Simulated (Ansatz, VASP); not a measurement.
# TiO2 (Rutile): VASP beside Ansatz, part 2 of 2

Aim: how closely do two programs agree when they are given the same cell, functional and k mesh? The cell is taken from a series of runs on this material, whose earlier steps may have relaxed, scaled, displaced or heated it; both programs get it as it stands.

VASP 6.6.1 and Ansatz 0.2.0.

So far: The starting structure; VASP: single point, HSE06.

### 3. Ansatz: single point, HSE06

Level of this step: Ansatz beside VASP: Kohn-Sham DFT, plane waves, HSE06 (Ansatz).

Ansatz runs on its default PAW (the set named soft_2) files.

The same cell, functional and mesh now go to Ansatz, which takes its cutoff from its data sets.

Input file input.yaml:

```yaml
crystal:
  lattice:
    - [4.5969571735, 0.0, 0.0]
    - [0.0, 4.5969571735, 0.0]
    - [0.0, 0.0, 2.9535436681]
  atoms:
    - { symbol: Ti, position: [0.0, 0.0, 0.0] }
    - { symbol: Ti, position: [0.5, 0.5, 0.5] }
    - { symbol: O, position: [0.3046328041, 0.3046328041, 0.0] }
    - { symbol: O, position: [0.1953671959, 0.8046328041, 0.5] }
    - { symbol: O, position: [0.6953671959, 0.6953671959, 0.0] }
    - { symbol: O, position: [0.8046328041, 0.1953671959, 0.5] }
kpoints:
  mp_grid: { grid: [4, 4, 6] }
  band_path:
    path:
      - [0.0, 0.0, 0.0]
      - [0.0, 0.5, 0.0]
      - [0.5, 0.5, 0.0]
      - [0.0, 0.0, 0.5]
      - [0.0, 0.5, 0.5]
      - [0.5, 0.5, 0.5]
    npoints: 1
hamiltonian:
  xc: hse06
scf:
  occupations: { method: fixed }
  n_extra_bands: 6
output:
  eigenvalues: true
```

On the command line:

```bash
> ansatz run input.yaml --threads 3 --pin off --max-ram 92160MiB --backend cuda --events-out ev --progress --plain --runs-dir out --devices 1 --max-vram 13GiB
```

Numbers of over 12 decimals in the logs are rounded to 6 here.

The program printed:

```text
scf.n_extra_bands = 6 over 24 filled bands (N_el = 48.0): the run solves 30 bands
GPUs: using 1 of 1 available (devices: 1).
Engine: ansatz 0.2.0, x86_64-unknown-linux-gnu
Pseudopotentials: kind: paw
Pseudopotential: Ti, paw, valence charge 12, recommended cutoff 420 eV (normal), Ti.paw.azcp
Pseudopotential: O, paw, valence charge 6, recommended cutoff 420 eV (normal), O.paw.azcp
Functional definition: HSE06
  parameter a = 0.25
  parameter omega = 0.11/bohr
  exchange = pbe_x - a*pbe_x_sr(omega) + a*exact_x_sr(omega)
  correlation = pbe_c
davidson cushion auto → on  (no smearing: the cushion is to keep the highest requested band from converging to the state above it; pin scf.eigensolver.cushion to override)
device memory: the entry about to start is reckoned to put 0.8 GiB on a device that reports 19.6 GiB free (of which the cap on the GPU budget leaves the run 13.0 GiB)
GPU FFT provider: cuFFT
GPU libraries: cuBLAS 13.8.2, cuFFT 12.4.0, cuSOLVER 12.3.4
Crystal: 6 atoms, lattice volume = 62.414 Å³
Basis set: ecut = 420 eV, 1217 PW (Γ)
Bands: 30, of which v1, the nominal top of the filled ones, is band 24 counted from 1 (23 counted from 0)
Symmetry: 16 space group operations
Space group: P42/mnm (ITA 136), of the structure as read, at distance tolerance 4.0e-5 Å
k-points: 24 of 96
Non-local potential: Ti, projectors of the file, l = 0: 3, l = 1: 2, l = 2: 3, l = 3: 1
Non-local potential: O, projectors of the file, l = 0: 2, l = 1: 2, l = 2: 1
PAW form: soft (Blöchl's): semilocal exchange-correlation on the pseudo side does not see the compensation charge
PAW frozen core: Ti, regenerated for the run's functional, and the local potential with it (the file was generated under x = pbe(κ = 0.804, μ = 0.219515), c = pbe(β = 0.066725))
PAW frozen core: O, regenerated for the run's functional, and the local potential with it (the file was generated under x = pbe(κ = 0.804, μ = 0.219515), c = pbe(β = 0.066725))
PAW one-centre angular grid: Ti, 590 points (default); XC on 64 Gauss nodes
PAW one-centre angular grid: O, 110 points (default); XC on 96 Gauss nodes
Initial density: superposition of atomic densities (neutral atoms: chi_scale 0, normalization atom), corrected by the library's trained network
Initial wavefunctions: pseudopotential atomic-orbital guess
GPU buffer pool allocated for 20480 grid points (all kernels)
GPU transforms: local potential and band sums: pruned to the plane-wave sphere, on 32×32×20
Functional: x = pbe(κ = 0.804, μ = 0.219515), c = pbe(β = 0.066725), warm-up for x = pbe(κ = 0.804, μ = 0.219515) + 0.25 (exact − pbe) at short range (hse, ω = 0.207870 Å⁻¹), c = pbe(β = 0.066725); HSE06 as pw.x's `hse` composes it (authors' and Libxc's form: `xc: wpbeh`)
SCF iter   1: F=—  HF=-7277.288098 eV  |F-HF|=—  |Δ(HF+E_count)|=         —  Δρ=2.14e-3  dr2=1.42e-3  ethr=1.77e-3  ⟨swp⟩=5.0  Hψ=3025  notcnv=0
preconditioner: auto → none  [insulator: Δε(μ)=1.870 eV  Ē_g=9.432 eV  n_scr=18 (ndim 8)  ℏωp=26.6 eV  f_vac=0.018]
SCF iter   2: F=—  HF=-7277.290547 eV  |F-HF|=—  |Δ(HF+E_count)|=   2.45e-3  Δρ=1.85e-3  dr2=1.55e-3  ethr=2.96e-6  ⟨swp⟩=4.8  Hψ=2767  notcnv=0
SCF iter   3: F=—  HF=-7277.290584 eV  |F-HF|=—  |Δ(HF+E_count)|=   3.66e-5  Δρ=1.03e-3  dr2=6.06e-4  ethr=2.96e-6  ⟨swp⟩=3.5  Hψ=1884  notcnv=0
SCF iter   4: F=-7277.290634 eV  HF=-7277.290652 eV  |F-HF|=1.77e-5  |Δ(HF+E_count)|=   6.82e-5  Δρ=4.43e-4  dr2=8.89e-5  ethr=1.26e-6  ⟨swp⟩=2.0  Hψ=1585  notcnv=0
SCF 1 stopped early in 4 iterations: F = -7277.290634 eV  dr2 = 8.89e-5
  greatest PAW one-centre occupation: 0.999 electrons in one spin orbital (limit 2), on the Ti atom at site 1 (counted from 0), in its partial waves of l = 0
device memory: the entry about to start is reckoned to put 1.2 GiB (of the 1.3 GiB reckoned in all, the device holds 0.1 GiB already) on a device that reports 17.5 GiB free (of which the cap on the GPU budget leaves the run 12.9 GiB)
GPU FFT provider: cuFFT
GPU libraries: cuBLAS 13.8.2, cuFFT 12.4.0, cuSOLVER 12.3.4
Initial density: handed on by an earlier stage of this run
Initial wavefunctions: those handed on with the density
GPU buffer pool allocated for 20480 grid points (all kernels)
GPU transforms: local potential and band sums: pruned to the plane-wave sphere, on 32×32×20
Functional: x = pbe(κ = 0.804, μ = 0.219515) + 0.25 (exact − pbe) at short range (hse, ω = 0.207870 Å⁻¹), c = pbe(β = 0.066725); HSE06 as pw.x's `hse` composes it (authors' and Libxc's form: `xc: wpbeh`)
Exchange kernel: α = 0.2500, screened, ω = 0.2079 Å⁻¹, Wigner–Seitz truncation, v(0) = 1042.6817 eV·Å³, q-mesh 4×4×6, nearest image of the exchange supercell L = 17.72 Å, pair-density grid 30×30×20, without the augmentation charges, whose exchange is taken in its separable form by FFT convolution over the k-point mesh (sized by the pseudopotential files, 32×32×20 at the most), smooth part of the exact exchange by density-matrix convolution in up to 2.67 GiB of GPU memory as planned if the GPU has room (build and FFT work areas not counted)
Frozen-core exchange: fock
SCF iter   1: F=—  HF=-7276.081246 eV  |F-HF|=—  |Δ(HF+E_count)|=         —  Δρ=3.59e-2  dr2=1.12e0  ethr=1.85e-6  ⟨swp⟩=7.1  Hψ=4126  notcnv=0
preconditioner: auto → none  [insulator: Δε(μ)=4.268 eV  Ē_g=12.426 eV  n_scr=18 (ndim 8)  ℏωp=26.6 eV  f_vac=0.018]
SCF iter   2: F=—  HF=-7275.946362 eV  |F-HF|=—  |Δ(HF+E_count)|=   1.35e-1  Δρ=3.65e-2  dr2=8.14e-1  ethr=1.85e-6  ⟨swp⟩=7.0  Hψ=3677  notcnv=0  defer=7
SCF iter   3: F=—  HF=-7275.778751 eV  |F-HF|=—  |Δ(HF+E_count)|=   1.68e-1  Δρ=5.00e-3  dr2=2.18e-2  ethr=1.85e-6  ⟨swp⟩=5.5  Hψ=3316  notcnv=0
SCF iter   4: F=—  HF=-7275.826674 eV  |F-HF|=—  |Δ(HF+E_count)|=   4.79e-2  Δρ=4.18e-3  dr2=1.48e-2  ethr=1.85e-6  ⟨swp⟩=4.0  Hψ=2672  notcnv=0
SCF iter   5: F=—  HF=-7275.822962 eV  |F-HF|=—  |Δ(HF+E_count)|=   3.71e-3  Δρ=8.07e-4  dr2=1.63e-4  ethr=1.85e-6  ⟨swp⟩=4.2  Hψ=2453  notcnv=0
SCF iter   6: F=-7275.823499 eV  HF=-7275.823509 eV  |F-HF|=9.80e-6  |Δ(HF+E_count)|=   5.47e-4  Δρ=2.41e-4  dr2=2.03e-5  ethr=2.57e-7  ⟨swp⟩=3.7  Hψ=2271  notcnv=0
SCF 2 stopped early in 6 iterations: F = -7275.823499 eV  dr2 = 2.03e-5
  greatest PAW one-centre occupation: 1.000 electrons in one spin orbital (limit 2), on the Ti atom at site 1 (counted from 0), in its partial waves of l = 0
hybrid outer 1: dexx = +5.570e-2 eV, tail = 1.89e-4 eV
GPU FFT provider: cuFFT
GPU libraries: cuBLAS 13.8.2, cuFFT 12.4.0, cuSOLVER 12.3.4
GPU buffer pool allocated for 20480 grid points (all kernels)
GPU transforms: local potential and band sums: pruned to the plane-wave sphere, on 32×32×20
Exchange kernel: α = 0.2500, screened, ω = 0.2079 Å⁻¹, Wigner–Seitz truncation, v(0) = 1042.6817 eV·Å³, q-mesh 4×4×6, nearest image of the exchange supercell L = 17.72 Å, pair-density grid 30×30×20, without the augmentation charges, whose exchange is taken in its separable form by FFT convolution over the k-point mesh (sized by the pseudopotential files, 32×32×20 at the most), smooth part of the exact exchange by density-matrix convolution in up to 2.67 GiB of GPU memory as planned if the GPU has room (build and FFT work areas not counted)
Frozen-core exchange: fock
SCF iter   1: F=—  HF=-7275.822117 eV  |F-HF|=—  |Δ(HF+E_count)|=         —  Δρ=1.88e-4  dr2=2.12e-5  ethr=1.97e-6  ⟨swp⟩=3.0  Hψ=1778  notcnv=0
preconditioner: auto → none  [insulator: Δε(μ)=3.388 eV  Ē_g=11.676 eV  n_scr=18 (ndim 8)  ℏωp=26.6 eV  f_vac=0.020]
iter 2 solved again at ethr=7.69e-10 eV; its pass at ethr=4.13e-8 eV (dr2=3.69e-7 eV) is discarded
SCF iter   2: F=—  HF=-7275.822113 eV  |F-HF|=—  |Δ(HF+E_count)|=   3.94e-6  Δρ=3.58e-5  dr2=9.34e-7  ethr=7.69e-10  ⟨swp⟩=3.0  Hψ=3804  notcnv=0
SCF iter   3: F=—  HF=-7275.822118 eV  |F-HF|=—  |Δ(HF+E_count)|=   4.41e-6  Δρ=2.00e-5  dr2=1.40e-7  ethr=7.69e-10  ⟨swp⟩=4.8  Hψ=2461  notcnv=0  defer=16
SCF iter   4: F=-7275.822118 eV  HF=-7275.822118 eV  |F-HF|=3.42e-9  |Δ(HF+E_count)|=   4.78e-8  Δρ=4.14e-6  dr2=1.71e-8  ethr=2.48e-10  ⟨swp⟩=3.0  Hψ=2138  notcnv=0
SCF 3 converged in 4 iterations: F = -7275.822118 eV  dr2 = 1.71e-8
hybrid outer 2: dexx = +4.667e-6 eV, tail = 8.56e-8 eV, Δε = 3.23e-3 eV (about 8.25e-5 eV left of the loop's levels)
device memory: the entry about to start is reckoned to put 0.4 GiB on a device that reports 33.1 GiB free (of which the cap on the GPU budget leaves the run 13.0 GiB)
NSCF: frozen V_eff on 6 k-points
hybrid SCF converged: 2 outer / 10 inner (+4 warm-up), last move |dexx| = 4.67e-6 eV, tail = 8.56e-8 eV
Stability not checked: this state was not tested for a lower state beside it, because the functional holds exact exchange (a hybrid, or Hartree-Fock), whose exchange loop this test does not read (fock_operator; see scf.lower_state_search)
Free energy (F): -7275.822117 eV
Frozen-core exchange: fock
Harris-Foulkes:  -7275.822117 eV  (|F-HF|=3.42e-9)
Internal energy: -7275.822117 eV  (E = F + TS)
E sigma→0 (E₀):  -7275.822117 eV
Fermi energy:    8.188067 eV
--- Per-component energies (eV) ---
  E_band       = -505.825570
  E_kinetic    = 1249.619989
  E_local      = -3063.434791  (includes V_loc(G=0)·N_el)
  E_nonlocal   = 185.211742
  E_hartree    = 1161.064885
  E_xc         = -396.703723
  E_vxc        = -498.041089  (∫ρ·V_xc dr)
  E_exx        = -157.042315  (= α·E_x^exact, valence–valence)
  E_paw        = -2658.235127  (= ΣΔE_a)
  E_vpaw       = -387.234900  (= ΣTr[D̂ρ^β])
  E_aug_tail   = 0.010023  (compensation charges beyond the density's cutoff)
  E_ewald      = -3595.862286
  E_core_change = -0.450516  (= ΣΔE_core)
  E_smearing   = -0.000000  (= −TS)
  E_closure    = -0.000000  (closes the sum)
  Σ components = -7275.822117   (vs F -7275.822117, Δ=9.09e-13)
--- Band table (eV; the first three rows and the last of 24) ---
  k-point 0: bands = [... 20 lower, 7.4409, 7.7446, 7.7446, 8.1881, 11.5717, 11.8851, 12.1828, 12.2739, ... 2 higher]
  k-point 1: bands = [... 20 lower, 6.3880, 7.2083, 7.2083, 8.0073, 12.0265, 12.1274, 12.1904, 12.5857, ... 2 higher]
  k-point 2: bands = [... 20 lower, 6.0248, 6.4331, 6.4331, 7.1629, 12.0839, 12.5329, 13.0534, 13.2191, ... 2 higher]
  k-point 23: bands = [... 20 lower, 6.8317, 6.8317, 7.4365, 7.4365, 12.3528, 12.3528, 13.0420, 13.0420, ... 2 higher]
```

The column dr2 measures how far the density is from self-consistency, as an energy; F and HF (Harris–Foulkes) agree once it is small.

### 4. Differences

Known differences besides the potentials themselves: exact exchange at q = 0 is treated differently, which shows on coarse meshes; VASP keeps PBE cores, Ansatz makes them for the functional; fixed occupations in Ansatz, narrow Gaussian smearing in VASP; the cutoff is 420 eV in Ansatz and 520 eV in VASP; VASP takes a coarser grid for exact exchange (PRECFOCK = Fast). Total energies have different zeros and are not compared.

Compared:

```csv
quantity,Ansatz,VASP,difference
gap on the k mesh (eV),3.384,3.351,+0.032
```

A gap on the mesh is an upper bound, since the band edges may lie between its points.

### 5. Results

| Quantity | Value |
| --- | --- |
| difference in gap on the k mesh (single point, HSE06) | 0.032 eV |

**Reading.** The difference in gap on the k mesh is 0.032 eV (single point, HSE06), within the 0.08 eV picked in this series as the mark of a large difference. Such differences can come from data sets, numerical settings and the points named under the comparisons, not from the functional's error against experiment.

[Lines on the potential files, build, host, timing and source positions are cut from VASP's logs without a mark.]

[Logs are printed without paths, hosts, clocks, repeated set-up lines and the standing remarks that a program may print on its own settings, such as how far it seeks lower states.]

[Hosts, paths, dates, database ids (printed as entryN), source tags and the programs' standing remarks are cut or masked in the printed files.]
